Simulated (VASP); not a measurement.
An input for Ansatz (written as the equivalent of a VASP run, and not itself run):

Ansatz 0.2 input:
```yaml
crystal:
  lattice:
    - [1.5190999, -2.6311580, 0.0000000]
    - [1.5190999, 2.6311580, 0.0000000]
    - [0.0000000, 0.0000000, 4.9542791]
  atoms:
    - { symbol: Zr, position: [0.3333330, 0.6666670, 0.2500000] }
    - { symbol: Zr, position: [0.6666670, 0.3333330, 0.7500000] }
kpoints:
  mp_grid: { grid: [14, 14, 8] }
hamiltonian:
  xc: pbe
  pseudopotentials: { kind: paw }
scf:
  occupations: { method: methfessel_paxton, width: 0.1 }
  max_iter: 100
relax:
  max_steps: 40
  f_tol: 0.02
  cell: { p_target: 20 }
output: { forces: true, stress: true, eigenvalues: true }
```

Problem. Write the VASP files for the same calculation (PBE).

Solution. This is not unique; one that fits is 
POSCAR:
```
Zr
1
    1.5190998643    -2.6311580402    -0.0000000000
    1.5190998643     2.6311580402     0.0000000000
    0.0000000000    -0.0000000000     4.9542791315
Zr
2
Direct
  0.3333330000   0.6666670000   0.2500000000
  0.6666670000   0.3333330000   0.7500000000
```

### INCAR
```
# general
SYSTEM   =  Zr
PREC     =  Accurate
ENCUT    =  500   # plane-wave cut-off (eV)
LREAL    =  .FALSE.   # projection in real space or not
LASPH    =  .TRUE.   # aspherical one-centre terms

# electronic loop
EDIFF    =  1E-6   # SCF stop (eV)
NELM     =  100
ALGO     =  Normal   # blocked Davidson
LMAXMIX  =  4   # l cut-off of mixed one-centre charges

# smearing
ISMEAR   =  1   # Methfessel-Paxton
SIGMA    =  0.1   # width (eV)

# functional
GGA      =  PE   # PBE

# ions
IBRION   =  2
NSW      =  40   # most ionic steps
ISIF     =  3   # ions, shape and volume
EDIFFG   =  -0.02   # ionic stop
PSTRESS  =  200

# output
LWAVE    =  .FALSE.
LCHARG   =  .FALSE.
```

### KPOINTS
```
Automatic mesh
0
Gamma
14 14 8
0 0 0
```

POTCAR, in this order: Zr_sv (PBE.64 set). Program: vasp_std.

Limits of the translation: each code has its own PAW files, so the cut-off isn't converted (ENCUT is set for VASP's; basis.ecutwfc is left out, and Ansatz then takes the one that its files recommend); Ansatz stops its SCF on the density residual and VASP on the energy change (EDIFF).

The compound is Zr in the hcp structure. This run relaxes it under an external pressure of 20 GPa. Symmetry was kept, so distortions that lower it aren't found.
